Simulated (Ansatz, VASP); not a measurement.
**Sn in two plane-wave programs**

Aim: how closely do two programs agree when they are given the same cell, functional and k mesh? The cell is taken from a series of runs on this material, whose earlier steps may have relaxed, scaled, displaced or heated it; both programs get it as it stands.

Calculated with Ansatz 0.2.0; plane waves, with VASP 6.6.1 beside it; zone-centre phonons at PBEsol.

## Step 1: The starting structure

Symmetry: I4_1/amd, No. 141, tetragonal system. The conventional cell has a = 4.656 Å, b = 4.656 Å, c = 6.409 Å, α = 90.00°, β = 90.00°, γ = 90.00°. Sn has 4 Sn at 2.82 to 2.83 Å nearest. That group holds within 0.01 Å; judged at 0.001 Å it is Imma (No. 74).

## Step 2: VASP: zone-centre phonons, PBEsol

Second derivatives magnify differences that forces hide, and they need a tight electronic threshold.

Lines of VASP's logs that name or quote its potential files are left out, and so is its time.

Input file INCAR:

```
SYSTEM = Sn
PREC = Accurate
ENCUT = 500
EDIFF = 1E-08
NELM = 120
ISMEAR = 0
SIGMA = 0.015
LREAL = .FALSE.
ALGO = Normal
GGA = PS
NBANDS = 20
LORBIT = 11
LWAVE = .FALSE.
LCHARG = .FALSE.
ISIF = 2
ISYM = 2
IBRION = 8
LASPH = .TRUE.
GGA_COMPAT = .FALSE.
KPAR = 2
```

Input file POSCAR:

```
Sn
1.0
    0.0000000000      3.2920329145      3.2042738566
    3.2920329145      0.0000000000      3.2042738566
    3.2920329145      3.2920329145      0.0000000000
Sn
2
Direct
    0.4998758812      0.4998758812      0.5000845138
    0.7501241188      0.7501241188      0.7499154862
```

Input file KPOINTS:

```
Points of the shifted mesh
1728
Reciprocal
 0.0416666667  0.0416666667  0.0416666667 1
 0.0416666667  0.0416666667  0.1250000000 1
 0.0416666667  0.0416666667  0.2083333333 1
 0.0416666667  0.0416666667  0.2916666667 1
 0.0416666667  0.0416666667  0.3750000000 1
 0.0416666667  0.0416666667  0.4583333333 1
 0.0416666667  0.0416666667  0.5416666667 1
 0.0416666667  0.0416666667  0.6250000000 1
 0.0416666667  0.0416666667  0.7083333333 1
 0.0416666667  0.0416666667  0.7916666667 1
 0.0416666667  0.0416666667  0.8750000000 1
 0.0416666667  0.0416666667  0.9583333333 1
 0.0416666667  0.1250000000  0.0416666667 1
 0.0416666667  0.1250000000  0.1250000000 1
 0.0416666667  0.1250000000  0.2083333333 1
 0.0416666667  0.1250000000  0.2916666667 1
 0.0416666667  0.1250000000  0.3750000000 1
 0.0416666667  0.1250000000  0.4583333333 1
 0.0416666667  0.1250000000  0.5416666667 1
 0.0416666667  0.1250000000  0.6250000000 1
 0.0416666667  0.1250000000  0.7083333333 1
 0.0416666667  0.1250000000  0.7916666667 1
 0.0416666667  0.1250000000  0.8750000000 1
 0.0416666667  0.1250000000  0.9583333333 1
 0.0416666667  0.2083333333  0.0416666667 1
 0.0416666667  0.2083333333  0.1250000000 1
 0.0416666667  0.2083333333  0.2083333333 1
 0.0416666667  0.2083333333  0.2916666667 1
 0.0416666667  0.2083333333  0.3750000000 1
 0.0416666667  0.2083333333  0.4583333333 1
 0.0416666667  0.2083333333  0.5416666667 1
 0.0416666667  0.2083333333  0.6250000000 1
 0.0416666667  0.2083333333  0.7083333333 1
 0.0416666667  0.2083333333  0.7916666667 1
 0.0416666667  0.2083333333  0.8750000000 1
 0.0416666667  0.2083333333  0.9583333333 1
 0.0416666667  0.2916666667  0.0416666667 1
 0.0416666667  0.2916666667  0.1250000000 1
 0.0416666667  0.2916666667  0.2083333333 1
 0.0416666667  0.2916666667  0.2916666667 1
 0.0416666667  0.2916666667  0.3750000000 1
 0.0416666667  0.2916666667  0.4583333333 1
 0.0416666667  0.2916666667  0.5416666667 1
 0.0416666667  0.2916666667  0.6250000000 1
 0.0416666667  0.2916666667  0.7083333333 1
 0.0416666667  0.2916666667  0.7916666667 1
 0.0416666667  0.2916666667  0.8750000000 1
 0.0416666667  0.2916666667  0.9583333333 1
 0.0416666667  0.3750000000  0.0416666667 1
 0.0416666667  0.3750000000  0.1250000000 1
 0.0416666667  0.3750000000  0.2083333333 1
 0.0416666667  0.3750000000  0.2916666667 1
 0.0416666667  0.3750000000  0.3750000000 1
 0.0416666667  0.3750000000  0.4583333333 1
 0.0416666667  0.3750000000  0.5416666667 1
 0.0416666667  0.3750000000  0.6250000000 1
 0.0416666667  0.3750000000  0.7083333333 1
 0.0416666667  0.3750000000  0.7916666667 1
 0.0416666667  0.3750000000  0.8750000000 1
 0.0416666667  0.3750000000  0.9583333333 1
 0.0416666667  0.4583333333  0.0416666667 1
 0.0416666667  0.4583333333  0.1250000000 1
 0.0416666667  0.4583333333  0.2083333333 1
 0.0416666667  0.4583333333  0.2916666667 1
 0.0416666667  0.4583333333  0.3750000000 1
 0.0416666667  0.4583333333  0.4583333333 1
 0.0416666667  0.4583333333  0.5416666667 1
 0.0416666667  0.4583333333  0.6250000000 1
 0.0416666667  0.4583333333  0.7083333333 1
 0.0416666667  0.4583333333  0.7916666667 1
 0.0416666667  0.4583333333  0.8750000000 1
 0.0416666667  0.4583333333  0.9583333333 1
 0.0416666667  0.5416666667  0.0416666667 1
 0.0416666667  0.5416666667  0.1250000000 1
 0.0416666667  0.5416666667  0.2083333333 1
 0.0416666667  0.5416666667  0.2916666667 1
 0.0416666667  0.5416666667  0.3750000000 1
 0.0416666667  0.5416666667  0.4583333333 1
 0.0416666667  0.5416666667  0.5416666667 1
 0.0416666667  0.5416666667  0.6250000000 1
 0.0416666667  0.5416666667  0.7083333333 1
 0.0416666667  0.5416666667  0.7916666667 1
 0.0416666667  0.5416666667  0.8750000000 1
 0.0416666667  0.5416666667  0.9583333333 1
 0.0416666667  0.6250000000  0.0416666667 1
 0.0416666667  0.6250000000  0.1250000000 1
 0.0416666667  0.6250000000  0.2083333333 1
 0.0416666667  0.6250000000  0.2916666667 1
 0.0416666667  0.6250000000  0.3750000000 1
 0.0416666667  0.6250000000  0.4583333333 1
 0.0416666667  0.6250000000  0.5416666667 1
 0.0416666667  0.6250000000  0.6250000000 1
 0.0416666667  0.6250000000  0.7083333333 1
 0.0416666667  0.6250000000  0.7916666667 1
 0.0416666667  0.6250000000  0.8750000000 1
 0.0416666667  0.6250000000  0.9583333333 1
 0.0416666667  0.7083333333  0.0416666667 1
 0.0416666667  0.7083333333  0.1250000000 1
 0.0416666667  0.7083333333  0.2083333333 1
 0.0416666667  0.7083333333  0.2916666667 1
 0.0416666667  0.7083333333  0.3750000000 1
 0.0416666667  0.7083333333  0.4583333333 1
 0.0416666667  0.7083333333  0.5416666667 1
 0.0416666667  0.7083333333  0.6250000000 1
 0.0416666667  0.7083333333  0.7083333333 1
 0.0416666667  0.7083333333  0.7916666667 1
 0.0416666667  0.7083333333  0.8750000000 1
 0.0416666667  0.7083333333  0.9583333333 1
 0.0416666667  0.7916666667  0.0416666667 1
 0.0416666667  0.7916666667  0.1250000000 1
 0.0416666667  0.7916666667  0.2083333333 1
 0.0416666667  0.7916666667  0.2916666667 1
[... 1390 lines left out ...]
 0.8750000000  0.4583333333  0.1250000000 1
 0.8750000000  0.4583333333  0.2083333333 1
 0.8750000000  0.4583333333  0.2916666667 1
 0.8750000000  0.4583333333  0.3750000000 1
 0.8750000000  0.4583333333  0.4583333333 1
 0.8750000000  0.4583333333  0.5416666667 1
 0.8750000000  0.4583333333  0.6250000000 1
 0.8750000000  0.4583333333  0.7083333333 1
 0.8750000000  0.4583333333  0.7916666667 1
 0.8750000000  0.4583333333  0.8750000000 1
 0.8750000000  0.4583333333  0.9583333333 1
 0.8750000000  0.5416666667  0.0416666667 1
 0.8750000000  0.5416666667  0.1250000000 1
 0.8750000000  0.5416666667  0.2083333333 1
 0.8750000000  0.5416666667  0.2916666667 1
 0.8750000000  0.5416666667  0.3750000000 1
 0.8750000000  0.5416666667  0.4583333333 1
 0.8750000000  0.5416666667  0.5416666667 1
 0.8750000000  0.5416666667  0.6250000000 1
 0.8750000000  0.5416666667  0.7083333333 1
 0.8750000000  0.5416666667  0.7916666667 1
 0.8750000000  0.5416666667  0.8750000000 1
 0.8750000000  0.5416666667  0.9583333333 1
 0.8750000000  0.6250000000  0.0416666667 1
 0.8750000000  0.6250000000  0.1250000000 1
 0.8750000000  0.6250000000  0.2083333333 1
 0.8750000000  0.6250000000  0.2916666667 1
 0.8750000000  0.6250000000  0.3750000000 1
 0.8750000000  0.6250000000  0.4583333333 1
 0.8750000000  0.6250000000  0.5416666667 1
 0.8750000000  0.6250000000  0.6250000000 1
 0.8750000000  0.6250000000  0.7083333333 1
 0.8750000000  0.6250000000  0.7916666667 1
 0.8750000000  0.6250000000  0.8750000000 1
 0.8750000000  0.6250000000  0.9583333333 1
 0.8750000000  0.7083333333  0.0416666667 1
 0.8750000000  0.7083333333  0.1250000000 1
 0.8750000000  0.7083333333  0.2083333333 1
 0.8750000000  0.7083333333  0.2916666667 1
 0.8750000000  0.7083333333  0.3750000000 1
 0.8750000000  0.7083333333  0.4583333333 1
 0.8750000000  0.7083333333  0.5416666667 1
 0.8750000000  0.7083333333  0.6250000000 1
 0.8750000000  0.7083333333  0.7083333333 1
 0.8750000000  0.7083333333  0.7916666667 1
 0.8750000000  0.7083333333  0.8750000000 1
 0.8750000000  0.7083333333  0.9583333333 1
 0.8750000000  0.7916666667  0.0416666667 1
 0.8750000000  0.7916666667  0.1250000000 1
 0.8750000000  0.7916666667  0.2083333333 1
 0.8750000000  0.7916666667  0.2916666667 1
 0.8750000000  0.7916666667  0.3750000000 1
 0.8750000000  0.7916666667  0.4583333333 1
 0.8750000000  0.7916666667  0.5416666667 1
 0.8750000000  0.7916666667  0.6250000000 1
 0.8750000000  0.7916666667  0.7083333333 1
 0.8750000000  0.7916666667  0.7916666667 1
 0.8750000000  0.7916666667  0.8750000000 1
 0.8750000000  0.7916666667  0.9583333333 1
 0.8750000000  0.8750000000  0.0416666667 1
 0.8750000000  0.8750000000  0.1250000000 1
 0.8750000000  0.8750000000  0.2083333333 1
 0.8750000000  0.8750000000  0.2916666667 1
 0.8750000000  0.8750000000  0.3750000000 1
 0.8750000000  0.8750000000  0.4583333333 1
 0.8750000000  0.8750000000  0.5416666667 1
 0.8750000000  0.8750000000  0.6250000000 1
 0.8750000000  0.8750000000  0.7083333333 1
 0.8750000000  0.8750000000  0.7916666667 1
 0.8750000000  0.8750000000  0.8750000000 1
 0.8750000000  0.8750000000  0.9583333333 1
 0.8750000000  0.9583333333  0.0416666667 1
 0.8750000000  0.9583333333  0.1250000000 1
 0.8750000000  0.9583333333  0.2083333333 1
 0.8750000000  0.9583333333  0.2916666667 1
 0.8750000000  0.9583333333  0.3750000000 1
 0.8750000000  0.9583333333  0.4583333333 1
 0.8750000000  0.9583333333  0.5416666667 1
 0.8750000000  0.9583333333  0.6250000000 1
 0.8750000000  0.9583333333  0.7083333333 1
 0.8750000000  0.9583333333  0.7916666667 1
 0.8750000000  0.9583333333  0.8750000000 1
 0.8750000000  0.9583333333  0.9583333333 1
 0.9583333333  0.0416666667  0.0416666667 1
 0.9583333333  0.0416666667  0.1250000000 1
 0.9583333333  0.0416666667  0.2083333333 1
 0.9583333333  0.0416666667  0.2916666667 1
 0.9583333333  0.0416666667  0.3750000000 1
 0.9583333333  0.0416666667  0.4583333333 1
 0.9583333333  0.0416666667  0.5416666667 1
 0.9583333333  0.0416666667  0.6250000000 1
 0.9583333333  0.0416666667  0.7083333333 1
 0.9583333333  0.0416666667  0.7916666667 1
 0.9583333333  0.0416666667  0.8750000000 1
 0.9583333333  0.0416666667  0.9583333333 1
 0.9583333333  0.1250000000  0.0416666667 1
 0.9583333333  0.1250000000  0.1250000000 1
 0.9583333333  0.1250000000  0.2083333333 1
 0.9583333333  0.1250000000  0.2916666667 1
 0.9583333333  0.1250000000  0.3750000000 1
 0.9583333333  0.1250000000  0.4583333333 1
 0.9583333333  0.1250000000  0.5416666667 1
 0.9583333333  0.1250000000  0.6250000000 1
 0.9583333333  0.1250000000  0.7083333333 1
 0.9583333333  0.1250000000  0.7916666667 1
 0.9583333333  0.1250000000  0.8750000000 1
 0.9583333333  0.1250000000  0.9583333333 1
 0.9583333333  0.2083333333  0.0416666667 1
 0.9583333333  0.2083333333  0.1250000000 1
 0.9583333333  0.2083333333  0.2083333333 1
 0.9583333333  0.2083333333  0.2916666667 1
 0.9583333333  0.2083333333  0.3750000000 1
 0.9583333333  0.2083333333  0.4583333333 1
 0.9583333333  0.2083333333  0.5416666667 1
 0.9583333333  0.2083333333  0.6250000000 1
 0.9583333333  0.2083333333  0.7083333333 1
 0.9583333333  0.2083333333  0.7916666667 1
 0.9583333333  0.2083333333  0.8750000000 1
 0.9583333333  0.2083333333  0.9583333333 1
 0.9583333333  0.2916666667  0.0416666667 1
 0.9583333333  0.2916666667  0.1250000000 1
 0.9583333333  0.2916666667  0.2083333333 1
 0.9583333333  0.2916666667  0.2916666667 1
 0.9583333333  0.2916666667  0.3750000000 1
 0.9583333333  0.2916666667  0.4583333333 1
 0.9583333333  0.2916666667  0.5416666667 1
 0.9583333333  0.2916666667  0.6250000000 1
 0.9583333333  0.2916666667  0.7083333333 1
 0.9583333333  0.2916666667  0.7916666667 1
 0.9583333333  0.2916666667  0.8750000000 1
 0.9583333333  0.2916666667  0.9583333333 1
 0.9583333333  0.3750000000  0.0416666667 1
 0.9583333333  0.3750000000  0.1250000000 1
 0.9583333333  0.3750000000  0.2083333333 1
 0.9583333333  0.3750000000  0.2916666667 1
 0.9583333333  0.3750000000  0.3750000000 1
 0.9583333333  0.3750000000  0.4583333333 1
 0.9583333333  0.3750000000  0.5416666667 1
 0.9583333333  0.3750000000  0.6250000000 1
 0.9583333333  0.3750000000  0.7083333333 1
 0.9583333333  0.3750000000  0.7916666667 1
 0.9583333333  0.3750000000  0.8750000000 1
 0.9583333333  0.3750000000  0.9583333333 1
 0.9583333333  0.4583333333  0.0416666667 1
 0.9583333333  0.4583333333  0.1250000000 1
 0.9583333333  0.4583333333  0.2083333333 1
 0.9583333333  0.4583333333  0.2916666667 1
 0.9583333333  0.4583333333  0.3750000000 1
 0.9583333333  0.4583333333  0.4583333333 1
 0.9583333333  0.4583333333  0.5416666667 1
 0.9583333333  0.4583333333  0.6250000000 1
 0.9583333333  0.4583333333  0.7083333333 1
 0.9583333333  0.4583333333  0.7916666667 1
 0.9583333333  0.4583333333  0.8750000000 1
 0.9583333333  0.4583333333  0.9583333333 1
 0.9583333333  0.5416666667  0.0416666667 1
 0.9583333333  0.5416666667  0.1250000000 1
 0.9583333333  0.5416666667  0.2083333333 1
 0.9583333333  0.5416666667  0.2916666667 1
 0.9583333333  0.5416666667  0.3750000000 1
 0.9583333333  0.5416666667  0.4583333333 1
 0.9583333333  0.5416666667  0.5416666667 1
 0.9583333333  0.5416666667  0.6250000000 1
 0.9583333333  0.5416666667  0.7083333333 1
 0.9583333333  0.5416666667  0.7916666667 1
 0.9583333333  0.5416666667  0.8750000000 1
 0.9583333333  0.5416666667  0.9583333333 1
 0.9583333333  0.6250000000  0.0416666667 1
 0.9583333333  0.6250000000  0.1250000000 1
 0.9583333333  0.6250000000  0.2083333333 1
 0.9583333333  0.6250000000  0.2916666667 1
 0.9583333333  0.6250000000  0.3750000000 1
 0.9583333333  0.6250000000  0.4583333333 1
 0.9583333333  0.6250000000  0.5416666667 1
 0.9583333333  0.6250000000  0.6250000000 1
 0.9583333333  0.6250000000  0.7083333333 1
 0.9583333333  0.6250000000  0.7916666667 1
 0.9583333333  0.6250000000  0.8750000000 1
 0.9583333333  0.6250000000  0.9583333333 1
 0.9583333333  0.7083333333  0.0416666667 1
 0.9583333333  0.7083333333  0.1250000000 1
 0.9583333333  0.7083333333  0.2083333333 1
 0.9583333333  0.7083333333  0.2916666667 1
 0.9583333333  0.7083333333  0.3750000000 1
 0.9583333333  0.7083333333  0.4583333333 1
 0.9583333333  0.7083333333  0.5416666667 1
 0.9583333333  0.7083333333  0.6250000000 1
 0.9583333333  0.7083333333  0.7083333333 1
 0.9583333333  0.7083333333  0.7916666667 1
 0.9583333333  0.7083333333  0.8750000000 1
 0.9583333333  0.7083333333  0.9583333333 1
 0.9583333333  0.7916666667  0.0416666667 1
 0.9583333333  0.7916666667  0.1250000000 1
 0.9583333333  0.7916666667  0.2083333333 1
 0.9583333333  0.7916666667  0.2916666667 1
 0.9583333333  0.7916666667  0.3750000000 1
 0.9583333333  0.7916666667  0.4583333333 1
 0.9583333333  0.7916666667  0.5416666667 1
 0.9583333333  0.7916666667  0.6250000000 1
 0.9583333333  0.7916666667  0.7083333333 1
 0.9583333333  0.7916666667  0.7916666667 1
 0.9583333333  0.7916666667  0.8750000000 1
 0.9583333333  0.7916666667  0.9583333333 1
 0.9583333333  0.8750000000  0.0416666667 1
 0.9583333333  0.8750000000  0.1250000000 1
 0.9583333333  0.8750000000  0.2083333333 1
 0.9583333333  0.8750000000  0.2916666667 1
 0.9583333333  0.8750000000  0.3750000000 1
 0.9583333333  0.8750000000  0.4583333333 1
 0.9583333333  0.8750000000  0.5416666667 1
 0.9583333333  0.8750000000  0.6250000000 1
 0.9583333333  0.8750000000  0.7083333333 1
 0.9583333333  0.8750000000  0.7916666667 1
 0.9583333333  0.8750000000  0.8750000000 1
 0.9583333333  0.8750000000  0.9583333333 1
 0.9583333333  0.9583333333  0.0416666667 1
 0.9583333333  0.9583333333  0.1250000000 1
 0.9583333333  0.9583333333  0.2083333333 1
 0.9583333333  0.9583333333  0.2916666667 1
 0.9583333333  0.9583333333  0.3750000000 1
 0.9583333333  0.9583333333  0.4583333333 1
 0.9583333333  0.9583333333  0.5416666667 1
 0.9583333333  0.9583333333  0.6250000000 1
 0.9583333333  0.9583333333  0.7083333333 1
 0.9583333333  0.9583333333  0.7916666667 1
 0.9583333333  0.9583333333  0.8750000000 1
 0.9583333333  0.9583333333  0.9583333333 1
```

Potentials, in the order of the species: Sn_d (PBE family, release 64).

Launch:

```console
$ mpirun -np 2 vasp_std
```

Numbers of over 12 decimals in the logs are rounded to 6 here.

What it wrote:

```text
[banner, memory and clock lines left out]
running    2 mpi-ranks, on    1 nodes
 distrk:  each k-point on    1 cores,    2 groups
 distr:  one band on    1 cores,    1 groups

 POSCAR found type information on POSCAR Sn
 POSCAR found :  1 types and       2 ions
|                                                                             |
|               ----> ADVICE to this user running VASP <----                  |
|                                                                             |
|     You enforced a specific xc type in the INCAR file but a different       |
|     [... a line on the potential file left out ...]
|     I HOPE YOU KNOW WHAT YOU ARE DOING!                                     |
|                                                                             |

 LDA part: xc-table for (Slater+PW92), standard interpolation
 POSCAR, INCAR and KPOINTS ok, starting setup
 FFT: planning ... GRIDC
 FFT: planning ... GRID_SOFT
 FFT: planning ... GRID
 WAVECAR not read
 entering main loop
       N       E                     dE             d eps       ncg     rms          rms(c)
DAV:   1     0.220552471626E+03    0.22055E+03   -0.14771E+04 69496   0.198E+03
DAV:   2     0.146805990537E+02   -0.20587E+03   -0.20213E+03 69340   0.438E+02
DAV:   3    -0.781709023742E+01   -0.22498E+02   -0.22357E+02 79160   0.141E+02
DAV:   4    -0.853801906601E+01   -0.72093E+00   -0.72060E+00 78412   0.286E+01
DAV:   5    -0.856293149914E+01   -0.24912E-01   -0.24912E-01 94500   0.519E+00    0.320E+00
DAV:   6    -0.849419979060E+01    0.68732E-01   -0.43722E-02 93372   0.276E+00    0.181E+00
DAV:   7    -0.846111870327E+01    0.33081E-01   -0.53669E-02 78796   0.263E+00    0.165E-01
DAV:   8    -0.846205234406E+01   -0.93364E-03   -0.71282E-03 76044   0.104E+00    0.534E-02
DAV:   9    -0.846231508108E+01   -0.26274E-03   -0.35636E-04 85192   0.147E-01    0.120E-02
DAV:  10    -0.846232682067E+01   -0.11740E-04   -0.21105E-05 82624   0.402E-02    0.513E-03
DAV:  11    -0.846232849846E+01   -0.16778E-05   -0.26918E-06 78668   0.121E-02    0.703E-04
DAV:  12    -0.846232842199E+01    0.76475E-07   -0.17023E-07 84012   0.445E-03    0.368E-04
DAV:  13    -0.846232840446E+01    0.17523E-07   -0.11340E-08 61168   0.835E-04    0.458E-05
DAV:  14    -0.846232841205E+01   -0.75861E-08   -0.10559E-09 43456   0.349E-04
   1 F= -.84623284E+01 E0= -.84623164E+01  d E =-.240235E-04
 Linear response reoptimize wavefunctions to high precision
DAV:   1    -0.846232841303E+01   -0.97816E-09   -0.38220E-10 45384   0.216E-04
DAV:   2    -0.846232841304E+01   -0.11823E-10   -0.17247E-10 39864   0.146E-04
 Linear response DOF=           2
 Linear response progress:
  Degree of freedom:   1/  2
       N       E                     dE             d eps       ncg     rms          rms(c)
RMM:   1    -0.214233096292E+00   -0.21423E+00    0.54440E-01 86674   0.997E+00
RMM:   2    -0.220886876719E+00   -0.66538E-02   -0.19824E-02121122   0.117E+00    0.709E-02
RMM:   3    -0.221044810709E+00   -0.15793E-03   -0.16288E-03127664   0.324E-01    0.332E-02
RMM:   4    -0.220944136611E+00    0.10067E-03   -0.11467E-04126897   0.982E-02    0.112E-02
RMM:   5    -0.220933079519E+00    0.11057E-04   -0.16000E-05129978   0.329E-02    0.389E-03
RMM:   6    -0.220932280209E+00    0.79931E-06   -0.13438E-06127672   0.958E-03    0.178E-03
RMM:   7    -0.220929832949E+00    0.24473E-05   -0.27625E-07128270   0.349E-03    0.327E-04
RMM:   8    -0.220927356390E+00    0.24766E-05   -0.54894E-08132428   0.126E-03    0.224E-04
RMM:   9    -0.220925554820E+00    0.18016E-05    0.13820E-08131278   0.516E-04    0.511E-05
RMM:  10    -0.220925885747E+00   -0.33093E-06    0.28727E-08140271   0.221E-04    0.298E-05
RMM:  11    -0.220925827579E+00    0.58168E-07    0.15419E-08132750   0.113E-04    0.679E-06
RMM:  12    -0.220925823490E+00    0.40891E-08    0.25557E-08142593   0.632E-05    0.544E-06
 first order change of Fermi-energy   0.13527E+01
 force on displaced ion       1 direction 1 :  -7.320  -0.451  -0.070
 Linear response progress:
  Degree of freedom:   2/  2
       N       E                     dE             d eps       ncg     rms          rms(c)
RMM:   1    -0.214005265060E+00   -0.21401E+00    0.57352E-01 86612   0.101E+01
RMM:   2    -0.220671410923E+00   -0.66661E-02   -0.19734E-02121036   0.116E+00    0.685E-02
RMM:   3    -0.220810014789E+00   -0.13860E-03   -0.16211E-03127786   0.323E-01    0.317E-02
RMM:   4    -0.220694467359E+00    0.11555E-03   -0.11532E-04126154   0.980E-02    0.111E-02
RMM:   5    -0.220677654293E+00    0.16813E-04   -0.16111E-05129941   0.328E-02    0.400E-03
RMM:   6    -0.220678342948E+00   -0.68865E-06   -0.13808E-06128447   0.941E-03    0.178E-03
RMM:   7    -0.220676994180E+00    0.13488E-05   -0.20098E-07127833   0.334E-03    0.378E-04
RMM:   8    -0.220674569174E+00    0.24250E-05   -0.26492E-08132026   0.119E-03    0.255E-04
RMM:   9    -0.220672796859E+00    0.17723E-05   -0.62415E-09131179   0.484E-04    0.562E-05
RMM:  10    -0.220673130780E+00   -0.33392E-06    0.88003E-09139390   0.195E-04    0.281E-05
RMM:  11    -0.220673139866E+00   -0.90860E-08    0.20643E-08132498   0.994E-05    0.507E-06
 first order change of Fermi-energy   0.58901E+00
 force on displaced ion       1 direction 3 :  -0.085  -0.085  -7.539
 Linear response finished
```

[end of part 1 of 2]

[Lines on the potential files, build, host, timing and source positions are cut from VASP's logs without a mark.]

[Logs are printed without paths, hosts, clocks, repeated set-up lines and the standing remarks that a program may print on its own settings, such as how far it seeks lower states.]

[Hosts, paths, dates, database ids (printed as entryN), source tags and the programs' standing remarks are cut or masked in the printed files.]
